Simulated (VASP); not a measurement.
Consider the following.

```
CELL_PARAMETERS angstrom
      3.07851     0.00000     0.00000
     -1.53925     2.66606     0.00000
      0.00000     0.00000     4.89705
ATOMIC_POSITIONS crystal
  Be 0.00000 0.00000 0.00000
  Be 0.00000 0.00000 0.50000
  S  0.33333 0.66667 0.25000
  S  0.66667 0.33333 0.75000
```

Computed with PBEsol GGA, VASP's PBE PAW potentials (set 64) (plane waves; VASP). Numerical set-up: 500 eV cut-off, 8×8×5 Γ-centred mesh, Gaussian smearing of 0.050 eV, potentials Be S.

Estimate the energy per atom (σ→0), pressure.

```json
{
 "energy per atom (σ→0)": "-4.669 eV/atom",
 "pressure": "29.92 GPa"
}
```

The structure was generated: BeS was put into the NiAs type type (P6_3/mmc), which need not be its known phase. It was relaxed first under an external pressure of 30 GPa.
